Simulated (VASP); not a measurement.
Calculation: r2SCAN meta-GGA, VASP's PBE PAW potentials (set 64) (plane waves; VASP).

The input files of a VASP run:

### KPOINTS
```
kpoints
0
Gamma
16 16 16
```

File POSCAR:
```
Cu
1
    0.0000000000     1.8598764001     1.8598764001
    1.8598764001     0.0000000000     1.8598764001
    1.8598764001     1.8598764001     0.0000000000
Cu
1
Direct
  0.0000000000   0.0000000000   0.0000000000
```

INCAR:
```
! general
SYSTEM  = Cu
PREC    = Accurate
ENCUT   = 480
LREAL   = .FALSE.
LASPH   = .TRUE.

! electronic loop
EDIFF   = 1E-7
NELM    = 100
ALGO    = Normal
LMAXMIX = 4
LMIXTAU = .TRUE.

! smearing
ISMEAR  = 1
SIGMA   = 0.1

! functional
METAGGA = R2SCAN

! ions
ISIF    = 2

! output
LWAVE   = .FALSE.
LCHARG  = .FALSE.
```

POTCAR, in this order: Cu (PBE.64 set). Program: vasp_std.

What VASP printed:

### OSZICAR
```
       N       E                     dE             d eps       ncg     rms          rms(c)
DAV:   1     0.274126259974E+02    0.27413E+02   -0.55448E+03  2690   0.191E+03
DAV:   2    -0.128677525820E+02   -0.40280E+02   -0.38113E+02  2628   0.194E+02
DAV:   3    -0.133451732498E+02   -0.47742E+00   -0.47602E+00  3023   0.309E+01
DAV:   4    -0.133494000563E+02   -0.42268E-02   -0.42264E-02  3202   0.266E+00
DAV:   5    -0.133494657173E+02   -0.65661E-04   -0.65660E-04  3090   0.263E-01    0.769E+00
DAV:   6    -0.115333471023E+02    0.18161E+01   -0.30209E+01  2757   0.130E+02    0.625E+00
DAV:   7    -0.107690665741E+02    0.76428E+00   -0.58604E+00  2782   0.552E+01    0.420E-01
DAV:   8    -0.107799873006E+02   -0.10921E-01   -0.32709E-01  2882   0.129E+01    0.120E+00
DAV:   9    -0.107591398875E+02    0.20847E-01   -0.19601E-01  3377   0.101E+01    0.209E-02
DAV:  10    -0.107622062950E+02   -0.30664E-02   -0.54871E-03  2791   0.100E+00    0.145E-01
DAV:  11    -0.107620777401E+02    0.12855E-03   -0.58136E-04  3754   0.492E-01    0.740E-02
DAV:  12    -0.107620280535E+02    0.49687E-04   -0.99578E-04  2944   0.649E-01    0.193E-02
DAV:  13    -0.107620387103E+02   -0.10657E-04   -0.28226E-05  2810   0.107E-01    0.820E-03
DAV:  14    -0.107620490857E+02   -0.10375E-04   -0.17206E-05  2702   0.683E-02    0.116E-03
DAV:  15    -0.107620505409E+02   -0.14552E-05   -0.14437E-06  2935   0.269E-02    0.956E-04
DAV:  16    -0.107620503216E+02    0.21931E-06   -0.94945E-08  2017   0.445E-03    0.116E-03
DAV:  17    -0.107620502644E+02    0.57210E-07   -0.26046E-07  1439   0.889E-03
   1 F= -.10762050E+02 E0= -.10761861E+02  d E =-.567274E-03
```

**OUTCAR**
```
------------------------ aborting loop because EDIFF is reached ----------------------------------------
  FORCE on cell =-STRESS in cart. coord.  units (eV):
  Direction    XX          YY          ZZ          XY          YZ          ZX
  --------------------------------------------------------------------------------------
  Total       -1.1157531     -1.1157531     -1.1157531     -0.0000000     -0.0000000      0.0000000
  in kB     -138.9301232   -138.9301232   -138.9301232     -0.0000000     -0.0000000      0.0000000
  external PRESSURE =    -138.9301232 kB  Pullay stress =       0.0000000 kB
  volume of cell :       12.87
      direct lattice vectors                 reciprocal lattice vectors
     0.000000000  1.859876400  1.859876400    -0.268835069  0.268835069  0.268835069
     1.859876400  0.000000000  1.859876400     0.268835069 -0.268835069  0.268835069
     1.859876400  1.859876400  0.000000000     0.268835069  0.268835069 -0.268835069
 POSITION                                       TOTAL-FORCE (eV/Angst)
 -----------------------------------------------------------------------------------
      0.00000      0.00000      0.00000        -0.000000      0.000000     -0.000000
 -----------------------------------------------------------------------------------
    total drift:                                0.000000      0.000000      0.000000
  FREE ENERGIE OF THE ION-ELECTRON SYSTEM (eV)
  ---------------------------------------------------
  free  energy   TOTEN  =       -10.7620502644 eV

  energy  without entropy=      -10.7614829909  energy(sigma->0) =      -10.76186117
```
(Selected blocks of OUTCAR.)

The compound is Cu in the fcc structure. This cell was strained or had an atom moved on purpose.
